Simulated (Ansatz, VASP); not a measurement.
# Ti9Al44O84 (glassy 29TiO2-71Al2O3 (mol %)) in two plane-wave programs

One calculation is typed for both programs; each brings its own data sets. How far apart do they land? The cell is taken from a series of runs on this material, whose earlier steps may have relaxed, scaled, displaced or heated it; both programs get it as it stands.

Method: plane waves, with VASP 6.6.1 beside it; single point at RPBE, in Ansatz 0.2.0.

### 1. Starting point

The cell holds 137 atoms: 9 Ti, 44 Al and 84 O. Cell: a = 11.468 Å, b = 11.468 Å, c = 11.468 Å, α = 90.0°, β = 90.0°, γ = 90.0°. As first built, before any earlier steps moved the atoms (in the runner's words): 137 atoms (9 Ti, 44 Al, 84 O) placed at random at 3.12 g/cm^3, melted at 4000 K for 10 ps at fixed volume with the Morse and Coulomb pair potential with partial charges (Pedone, Malavasi, Menziani, Cormack and Segre, J. Phys. Chem. B 110, 11780 (2006)). Quenched from 4000 K to 300 K at 100 K/ps and fixed volume, held 10 ps at zero pressure.

### 2. Ansatz: single point, RPBE

Ansatz runs on its PAW soft_1 files.

With cell and atoms fixed, the geometry can't cause a difference; cores, projectors, grids and the points listed under the comparison can.

File input.yaml:

```yaml
crystal:
  lattice:
    - [11.46846, 0.0, 0.0]
    - [0.0, 11.46846, 0.0]
    - [0.0, 0.0, 11.46846]
  atoms:
    - { symbol: Ti, position: [0.41075, 0.89124, 0.32886] }
    - { symbol: Ti, position: [0.16574, 0.74177, 0.59017] }
    - { symbol: Ti, position: [0.12439, 0.51264, 0.16034] }
    - { symbol: Ti, position: [0.73396, 0.09119, 0.93746] }
    - { symbol: Ti, position: [0.78712, 0.28416, 0.18184] }
    - { symbol: Ti, position: [0.05776, 0.15998, 0.09767] }
    - { symbol: Ti, position: [0.38499, 0.60913, 0.4406] }
    - { symbol: Ti, position: [0.64202, 0.57321, 0.54656] }
    - { symbol: Ti, position: [0.82588, 0.96786, 0.58949] }
    - { symbol: Al, position: [0.91556, 0.4844, 0.01682] }
    - { symbol: Al, position: [0.25516, 0.31049, 0.26197] }
    - { symbol: Al, position: [0.60122, 0.05383, 0.15089] }
    - { symbol: Al, position: [0.50824, 0.70572, 0.70553] }
    - { symbol: Al, position: [0.22243, 0.05734, 0.8496] }
    - { symbol: Al, position: [0.91253, 0.06441, 0.31944] }
    - { symbol: Al, position: [0.53901, 0.62475, 0.08255] }
    - { symbol: Al, position: [0.53069, 0.25032, 0.31291] }
    - { symbol: Al, position: [0.7586, 0.77452, 0.73524] }
    - { symbol: Al, position: [0.37724, 0.84468, 0.84448] }
    - { symbol: Al, position: [0.14989, 0.93757, 0.23023] }
    - { symbol: Al, position: [0.28962, 0.3477, 0.49465] }
    - { symbol: Al, position: [0.18807, 0.42261, 0.93011] }
    - { symbol: Al, position: [0.6084, 0.85153, 0.98119] }
    - { symbol: Al, position: [0.77906, 0.71732, 0.17669] }
    - { symbol: Al, position: [0.91714, 0.92674, 0.09509] }
    - { symbol: Al, position: [0.07614, 0.12794, 0.66567] }
    - { symbol: Al, position: [0.87753, 0.54021, 0.28766] }
    - { symbol: Al, position: [0.65732, 0.11678, 0.43232] }
    - { symbol: Al, position: [0.67766, 0.5558, 0.86389] }
    - { symbol: Al, position: [0.53028, 0.36858, 0.88262] }
[... 101 atom lines left out ...]
    - { symbol: O, position: [0.4408, 0.06494, 0.6337] }
    - { symbol: O, position: [0.49274, 0.93315, 0.19031] }
    - { symbol: O, position: [0.83838, 0.38908, 0.30166] }
    - { symbol: O, position: [0.55518, 0.23723, 0.45322] }
    - { symbol: O, position: [0.5958, 0.44, 0.60645] }
    - { symbol: O, position: [0.08012, 0.41786, 0.03759] }
kpoints:
  mp_grid: { grid: [1, 1, 1] }
hamiltonian:
  xc: rpbe
  pseudopotentials: { kind: paw, azcp: { folder: soft_1 } }
scf:
  occupations: { method: fixed }
output:
  forces: true
```

Run with:

```bash
$ ansatz run input.yaml --threads 4 --pin off --max-ram 8192MiB --backend cpu --events-out ev --progress --plain --runs-dir out
```

Numbers of over 12 decimals in the logs are rounded to 6 here.

Output:

```text
Engine: ansatz 0.2.0, x86_64-unknown-linux-gnu
Pseudopotentials: kind: paw
Pseudopotential: Ti, paw, valence charge 12, recommended cutoff 420 eV (normal), soft_1/Ti.paw.azcp
Pseudopotential: Al, paw, valence charge 3, recommended cutoff 420 eV (normal), soft_1/Al.paw.azcp
Pseudopotential: O, paw, valence charge 6, recommended cutoff 420 eV (normal), soft_1/O.paw.azcp
Functional definition: RPBE
  parameter kappa = 0.804
  parameter beta = 0.066725
  exchange = rpbe_x(kappa = kappa, mu = beta*pi^2/3)
  correlation = pbe_c(beta = beta)
Crystal: 137 atoms, lattice volume = 1508.396 Å³
Basis set: ecut = 420 eV, 29423 PW (Γ), exchange–correlation on 160×160×160 points (8 copies of the dense FFT grid, shifted against one another)
Bands: 509, of which v1, the nominal top of the filled ones, is band 372 counted from 1 (371 counted from 0)
Symmetry: 1 space group operations
Space group: P1 (ITA 1), of the structure as read, at distance tolerance 1.1e-4 Å
k-points: 1
Non-local potential: Ti, projectors of the file, l = 0: 3, l = 1: 2, l = 2: 3, l = 3: 1
Non-local potential: Al, projectors of the file, l = 0: 2, l = 1: 2, l = 2: 1
Non-local potential: O, projectors of the file, l = 0: 2, l = 1: 2, l = 2: 1
PAW form: soft (Blöchl's): semilocal exchange-correlation on the pseudo side does not see the compensation charge
PAW frozen core: Ti, regenerated for the run's functional, and the local potential with it (the file was generated under x = pbe(κ = 0.804, μ = 0.219515), c = pbe(β = 0.066725))
PAW frozen core: Al, regenerated for the run's functional, and the local potential with it (the file was generated under x = pbe(κ = 0.804, μ = 0.219515), c = pbe(β = 0.066725))
PAW frozen core: O, regenerated for the run's functional, and the local potential with it (the file was generated under x = pbe(κ = 0.804, μ = 0.219515), c = pbe(β = 0.066725))
PAW one-centre angular grid: Ti, 590 points (default); XC on 64 Gauss nodes
PAW one-centre angular grid: Al, 110 points (default); XC on 64 Gauss nodes
PAW one-centre angular grid: O, 110 points (default); XC on 64 Gauss nodes
Initial density: superposition of atomic densities (chi_scale 0.1, normalization cell, long waves kept (reshape's long-wave potential 0.64 eV rms))
Initial wavefunctions: pseudopotential atomic-orbital guess
Functional: x = rpbe, c = pbe(β = 0.066725)
SCF iter   1: F=—  HF=-94363.821953 eV  |F-HF|=—  |Δ(HF+E_count)|=         —  Δρ=1.19e-1  dr2=2.73e2  ethr=3.10e-3  ⟨swp⟩=5.0  Hψ=1470  notcnv=0  defer=131
preconditioner: auto → Resta (q_TF=auto, 2.425 Å⁻¹)  ε∞=4.0  [insulator: Δε(μ)=0.133 eV  Ē_g=14.325 eV  n_scr=364 (ndim 8)  ℏωp=24.8 eV  f_vac=0.009  ε∞_Penn≈4.0]
SCF iter   2: F=—  HF=-94298.542306 eV  |F-HF|=—  |Δ(HF+E_count)|=    6.53e1  Δρ=4.91e-2  dr2=3.61e1  ethr=3.10e-3  ⟨swp⟩=3.0  Hψ=901  notcnv=0  defer=131
SCF iter   3: F=—  HF=-94294.418682 eV  |F-HF|=—  |Δ(HF+E_count)|=    4.12e0  Δρ=3.51e-2  dr2=1.73e1  ethr=3.10e-3  ⟨swp⟩=3.0  Hψ=761  notcnv=0  defer=114
automatic band count: iteration 3 solves 488 bands in place of 509: the levels show a gap, and the empty bands left out lie too high to hold charge; the band table lists the bands solved (type scf.n_extra_bands for more)
SCF iter   4: F=—  HF=-94293.033676 eV  |F-HF|=—  |Δ(HF+E_count)|=    1.39e0  Δρ=1.55e-2  dr2=4.00e0  ethr=2.33e-3  ⟨swp⟩=2.0  Hψ=845  notcnv=0  defer=111
SCF iter   5: F=—  HF=-94293.135823 eV  |F-HF|=—  |Δ(HF+E_count)|=   1.02e-1  Δρ=5.48e-3  dr2=5.03e-1  ethr=5.38e-4  ⟨swp⟩=3.0  Hψ=757  notcnv=0  defer=112
SCF iter   6: F=—  HF=-94293.250468 eV  |F-HF|=—  |Δ(HF+E_count)|=   1.15e-1  Δρ=2.17e-3  dr2=8.29e-2  ethr=6.76e-5  ⟨swp⟩=2.0  Hψ=784  notcnv=0  defer=112
SCF iter   7: F=—  HF=-94293.324874 eV  |F-HF|=—  |Δ(HF+E_count)|=   7.44e-2  Δρ=1.15e-3  dr2=2.48e-2  ethr=1.11e-5  ⟨swp⟩=4.0  Hψ=665  notcnv=0  defer=114
SCF iter   8: F=—  HF=-94293.350159 eV  |F-HF|=—  |Δ(HF+E_count)|=   2.53e-2  Δρ=6.27e-4  dr2=7.16e-3  ethr=3.34e-6  ⟨swp⟩=3.0  Hψ=732  notcnv=0  defer=114
SCF iter   9: F=—  HF=-94293.353940 eV  |F-HF|=—  |Δ(HF+E_count)|=   3.78e-3  Δρ=2.39e-4  dr2=1.10e-3  ethr=9.62e-7  ⟨swp⟩=3.0  Hψ=663  notcnv=0  defer=114
SCF iter  10: F=—  HF=-94293.355215 eV  |F-HF|=—  |Δ(HF+E_count)|=   1.27e-3  Δρ=1.52e-4  dr2=3.92e-4  ethr=1.47e-7  ⟨swp⟩=2.0  Hψ=734  notcnv=0  defer=114
SCF iter  11: F=—  HF=-94293.355375 eV  |F-HF|=—  |Δ(HF+E_count)|=   1.60e-4  Δρ=8.15e-5  dr2=1.12e-4  ethr=5.26e-8  ⟨swp⟩=2.0  Hψ=748  notcnv=0  defer=114
SCF iter  12: F=—  HF=-94293.355385 eV  |F-HF|=—  |Δ(HF+E_count)|=   9.66e-6  Δρ=2.72e-5  dr2=1.36e-5  ethr=1.51e-8  ⟨swp⟩=2.0  Hψ=732  notcnv=0  defer=111
SCF iter  13: F=—  HF=-94293.355130 eV  |F-HF|=—  |Δ(HF+E_count)|=   2.55e-4  Δρ=1.61e-5  dr2=4.66e-6  ethr=1.83e-9  ⟨swp⟩=2.0  Hψ=859  notcnv=0  defer=112
SCF iter  14: F=—  HF=-94293.355133 eV  |F-HF|=—  |Δ(HF+E_count)|=   3.12e-6  Δρ=9.76e-6  dr2=1.51e-6  ethr=6.26e-10  ⟨swp⟩=2.0  Hψ=745  notcnv=0  defer=111
SCF iter  15: F=—  HF=-94293.355133 eV  |F-HF|=—  |Δ(HF+E_count)|=   2.81e-7  Δρ=5.16e-6  dr2=4.24e-7  ethr=2.03e-10  ⟨swp⟩=2.0  Hψ=750  notcnv=0  defer=112
SCF iter  16: F=-94293.355133 eV  HF=-94293.355133 eV  |F-HF|=2.42e-8  |Δ(HF+E_count)|=   3.25e-8  Δρ=2.18e-6  dr2=6.99e-8  ethr=1.34e-11  ⟨swp⟩=2.0  Hψ=1610  notcnv=0
SCF 1 converged in 16 iterations: F = -94293.355133 eV  dr2 = 6.99e-8
  greatest PAW one-centre occupation: 0.999 electrons in one spin orbital (limit 2), on the Ti atom at site 8 (counted from 0), in its partial waves of l = 0
SCF converged after 16 iterations
Free energy (F): -94293.355133 eV
Harris-Foulkes:  -94293.355133 eV  (|F-HF|=2.42e-8)
Internal energy: -94293.355133 eV  (E = F + TS)
E sigma→0 (E₀):  -94293.355133 eV
Fermi energy:    6.362154 eV
--- Per-component energies (eV) ---
  E_band       = -2963.361861
  E_kinetic    = 18141.670212
  E_local      = -48094.692022  (includes V_loc(G=0)·N_el)
  E_nonlocal   = 5283.963501
  E_hartree    = 18751.398386
  E_xc         = -8876.505424
  E_vxc        = -10434.448168  (∫ρ·V_xc dr)
  E_paw        = -44037.071903  (= ΣΔE_a)
  E_vpaw       = -5362.718254  (= ΣTr[D̂ρ^β])
  E_aug_tail   = 0.064808  (compensation charges beyond the density's cutoff)
  E_ewald      = -35459.197055
  E_core_change = -2.985635  (= ΣΔE_core)
  E_smearing   = -0.000000  (= −TS)
  E_closure    = -0.000000  (closes the sum)
  Σ components = -94293.355133   (vs F -94293.355133, Δ=0.00e0)
--- Forces (eV/Å), atoms counted from 1 ---
  atom   1  Ti     0.66264585     1.47834855     0.22788780
  atom   2  Ti     0.45814450     1.32819625    -1.86389418
  atom   3  Ti     1.87948547     0.97500577    -0.59162057
  atom   4  Ti     0.65637447     0.42692513     0.00126764
  atom   5  Ti     3.12858365     1.97319566    -1.06404598
  atom   6  Ti     0.33696045     0.42134565     1.97296989
  atom   7  Ti     0.22358214     0.04920602     1.75866481
  atom   8  Ti    -1.09952232    -0.69610088    -1.24406897
  atom   9  Ti    -1.17013456    -2.49826582    -0.96980496
  atom  10  Al     2.66471437     2.29895859    -0.84250410
  atom  11  Al    -0.39890533     0.52650622    -2.01511262
  atom  12  Al     0.02695234     0.51993919     0.13103103
  atom  13  Al     0.27425249     1.63891426    -2.23119362
  atom  14  Al    -1.41072937     1.27505052    -0.78150959
  atom  15  Al     0.40868529     0.26015439    -0.23090427
  atom  16  Al     0.14086891     0.30892098     1.07007514
  atom  17  Al     0.71020965     0.14672135    -2.69246674
  atom  18  Al    -1.10227909     0.47870794    -0.70197721
  atom  19  Al    -0.77152329    -1.65467494    -1.57490359
  atom  20  Al    -0.19913053     0.45245732     1.73795554
  atom  21  Al     1.82742835     2.34344751     2.25201234
  atom  22  Al     0.73439517    -0.61006583     0.53327526
  atom  23  Al     1.34939652    -1.10438760     1.10237763
  atom  24  Al    -0.71129195     1.70340659     0.54042414
[...]
atom 130  O      0.69794315     0.62621974    -0.00021748
  atom 131  O      0.28228984    -0.95617256     1.14311357
  atom 132  O      1.15359713    -0.50393676    -1.18641339
  atom 133  O      0.55264963    -0.89940962     1.41836654
  atom 134  O     -0.32128132    -0.00183592    -0.53208607
  atom 135  O      0.12192560     0.20839887     3.47277634
  atom 136  O      0.97033488     0.57601975     0.36801729
  atom 137  O     -1.24479045     0.19779462    -0.86078718
  max |Σ_I F_I| component: 9.28e-5 eV/Å
```

The column dr2 measures how far the density is from self-consistency, as an energy; F and HF (Harris–Foulkes) agree once it is small.

### 3. VASP: single point, RPBE

The same cell, functional and mesh now go to VASP, with its own data sets.

Lines of VASP's logs that name or quote its potential files are left out, and so is its time.

File INCAR:

```
SYSTEM = Ti9Al44O84
PREC = Accurate
ENCUT = 520
EDIFF = 1E-06
NELM = 120
ISMEAR = 0
SIGMA = 0.01
LREAL = Auto
ALGO = Normal
GGA = RP
NBANDS = 467
LASPH = .TRUE.
LORBIT = 11
LWAVE = .FALSE.
LCHARG = .FALSE.
ISIF = 2
GGA_COMPAT = .FALSE.
EFERMI = MIDGAP
```

File POSCAR:

```
Ti9Al44O84
1.0
   11.4684600000      0.0000000000      0.0000000000
    0.0000000000     11.4684600000      0.0000000000
    0.0000000000      0.0000000000     11.4684600000
Ti Al O
9 44 84
Direct
    0.4107500000      0.8912400000      0.3288600000
    0.1657400000      0.7417700000      0.5901700000
    0.1243900000      0.5126400000      0.1603400000
    0.7339600000      0.0911900000      0.9374600000
    0.7871200000      0.2841600000      0.1818400000
    0.0577600000      0.1599800000      0.0976700000
    0.3849900000      0.6091300000      0.4406000000
    0.6420200000      0.5732100000      0.5465600000
    0.8258800000      0.9678600000      0.5894900000
    0.9155600000      0.4844000000      0.0168200000
    0.2551600000      0.3104900000      0.2619700000
    0.6012200000      0.0538300000      0.1508900000
    0.5082400000      0.7057200000      0.7055300000
    0.2224300000      0.0573400000      0.8496000000
    0.9125300000      0.0644100000      0.3194400000
    0.5390100000      0.6247500000      0.0825500000
    0.5306900000      0.2503200000      0.3129100000
    0.7586000000      0.7745200000      0.7352400000
    0.3772400000      0.8446800000      0.8444800000
    0.1498900000      0.9375700000      0.2302300000
    0.2896200000      0.3477000000      0.4946500000
    0.1880700000      0.4226100000      0.9301100000
    0.6084000000      0.8515300000      0.9811900000
    0.7790600000      0.7173200000      0.1766900000
    0.9171400000      0.9267400000      0.0950900000
    0.0761400000      0.1279400000      0.6656700000
    0.8775300000      0.5402100000      0.2876600000
    0.6573200000      0.1167800000      0.4323200000
    0.6776600000      0.5558000000      0.8638900000
    0.5302800000      0.3685800000      0.8826200000
[... 101 atom lines left out ...]
    0.4408000000      0.0649400000      0.6337000000
    0.4927400000      0.9331500000      0.1903100000
    0.8383800000      0.3890800000      0.3016600000
    0.5551800000      0.2372300000      0.4532200000
    0.5958000000      0.4400000000      0.6064500000
    0.0801200000      0.4178600000      0.0375900000
```

File KPOINTS:

```
Automatic mesh
0
Gamma
1 1 1
0 0 0
```

Potentials, in the order of the species: Ti_sv, Al and O (PBE family, release 64).

Run with:

```bash
$ export OMP_NUM_THREADS=3
$ mpirun -np 1 vasp_gam
```

Output:

```text
[banner, memory and clock lines left out]
running    1 mpi-ranks, on    1 nodes
[...]
Offloading initialized ...    1 GPUs detected
[...]
|                                                                             |
|               ----> ADVICE to this user running VASP <----                  |
|                                                                             |
|     You enforced a specific xc type in the INCAR file but a different       |
|     [... a line on the potential file left out ...]
|     I HOPE YOU KNOW WHAT YOU ARE DOING!                                     |
|                                                                             |

 LDA part: xc-table for (Slater+PW92), standard interpolation
 POSCAR, INCAR and KPOINTS ok, starting setup
[...]
entering main loop
       N       E                     dE             d eps       ncg     rms          rms(c)
DAV:   1     0.930590124425E+04    0.93059E+04   -0.42665E+05   934   0.169E+03
DAV:   2     0.166525796150E+03   -0.91394E+04   -0.86110E+04  1094   0.458E+02
DAV:   3    -0.109362118063E+04   -0.12601E+04   -0.12404E+04  1078   0.187E+02
DAV:   4    -0.117564681552E+04   -0.82026E+02   -0.81672E+02  1316   0.477E+01
[...]
DAV:  18    -0.983033016197E+03   -0.66880E-05   -0.56197E-05  1124   0.218E-02    0.949E-03
DAV:  19    -0.983033017978E+03   -0.17812E-05   -0.24891E-05  1324   0.120E-02    0.739E-03
DAV:  20    -0.983033017614E+03    0.36425E-06   -0.37360E-06   868   0.447E-03
   1 F= -.98303302E+03 E0= -.98303302E+03  d E =0.000000E+00
```

OUTCAR, selected parts (step 3):

```text
  Total      140.9374460    166.0235727    162.1632028     11.9121364      7.4075234    -13.4998541
  in kB      149.6999540    176.3457613    172.2453804     12.6527500      7.8680716    -14.3391810
  external PRESSURE =     166.0970319 kB  Pullay stress =       0.0000000 kB

 POSITION                                       TOTAL-FORCE (eV/Angst)
 -----------------------------------------------------------------------------------
      4.71067     10.22115      3.77152         0.665877      1.507620      0.205261
      1.90078      8.50696      6.76834         0.437619      1.335278     -1.886911
      1.42656      5.87919      1.83885         1.903452      0.975518     -0.574544
[...]
9.25562      1.72371      4.62661        -0.678393     -0.460949     -0.795323
      9.26204      2.32741      9.47042         0.620238      0.352542      0.626853
      6.88681      1.29823      3.34936         0.191727     -0.897896     -0.710120
      2.94109      9.94098      6.64139         0.026584     -0.254530     -0.829252
      9.96047      9.00033      0.85635        -0.369970     -0.679060      0.046232
      0.24554      2.95083      8.13985        -0.736823      0.970547      0.201776
      4.61973      7.97471      9.22179        -1.607957      0.217028      0.676230
      0.91633      9.52949      3.52747         0.862215     -0.103962     -0.652441
      2.91230      7.25288      5.98998         0.393476     -1.114567     -0.452217
      0.76483      0.65565      3.87978        -0.164628     -0.066852     -0.719900
[...]
-----------------------------------------------------------------------------------
    total drift:                                0.023732      0.008773      0.019427

  FREE ENERGIE OF THE ION-ELECTRON SYSTEM (eV)
  ---------------------------------------------------
  free  energy   TOTEN  =      -983.0330176137 eV

  energy  without entropy=     -983.0330176137  energy(sigma->0) =     -983.03301761

[... 3 further parts left out ...]
[key lines of the parts left out:]
E-fermi :   5.8499
```

The run ends at a pressure of 16.61 GPa, with forces up to 5.2 eV/Å.

### 4. Differences

Known differences besides the potentials themselves: fixed occupations in Ansatz, narrow Gaussian smearing in VASP; the cutoff is 420 eV in Ansatz and 520 eV in VASP (PREC = Accurate, projectors in real space); Ansatz makes its cores anew for this functional, VASP keeps those of its PBE data sets. Total energies have different zeros and are not compared.

Both answers:

| quantity | Ansatz | VASP | difference |
| --- | --- | --- | --- |
| gap on the k mesh (eV) | 2.514 | 2.480 | +0.034 |

Forces on 10 of the 137 atoms, those with the largest forces and the largest differences (eV/Å; atoms numbered as in POSCAR):

| atom | Ansatz x, y, z | VASP x, y, z |
| --- | --- | --- |
| Ti5 | 3.129, 1.973, -1.064 | 3.129, 1.938, -1.060 |
| Al10 | 2.665, 2.299, -0.843 | 2.656, 2.292, -0.834 |
| Al21 | 1.827, 2.343, 2.252 | 1.824, 2.355, 2.247 |
| Al41 | 0.658, -1.863, 3.441 | 0.657, -1.856, 3.411 |
| O64 | -0.265, -0.756, 1.294 | -0.277, -0.768, 1.402 |
| O72 | -0.248, 0.209, -1.354 | -0.288, 0.258, -1.463 |
| O84 | -2.806, -3.852, 2.165 | -2.782, -3.810, 2.130 |
| O90 | -0.548, -1.561, -0.395 | -0.568, -1.661, -0.388 |
| O106 | 2.703, 1.543, 1.523 | 2.741, 1.611, 1.524 |
| O135 | 0.122, 0.208, 3.473 | 0.117, 0.223, 3.508 |

The forces differ by 25 meV/Å r.m.s., which is 2.3 % of the r.m.s. force of 1.082 eV/Å (both taken over all components). A gap on the mesh is an upper bound, since the band edges may lie between its points.

### 5. Summary of results

```yaml
r_m_s_force_difference_single_point_rpbe: 2.3 % of the r.m.s. force
```

**Reading.** The r.m.s. force difference is 2.3 % of the r.m.s. force (single point, RPBE), within the 3 % picked in this series as the mark of a large difference. How closely two codes agree says nothing of how well the functional describes the real material.

[Lines on the potential files, build, host, timing and source positions are cut from VASP's logs without a mark.]

[Logs are printed without paths, hosts, clocks, repeated set-up lines and the standing remarks that a program may print on its own settings, such as how far it seeks lower states.]

[Hosts, paths, dates, database ids (printed as entryN), source tags and the programs' standing remarks are cut or masked in the printed files.]
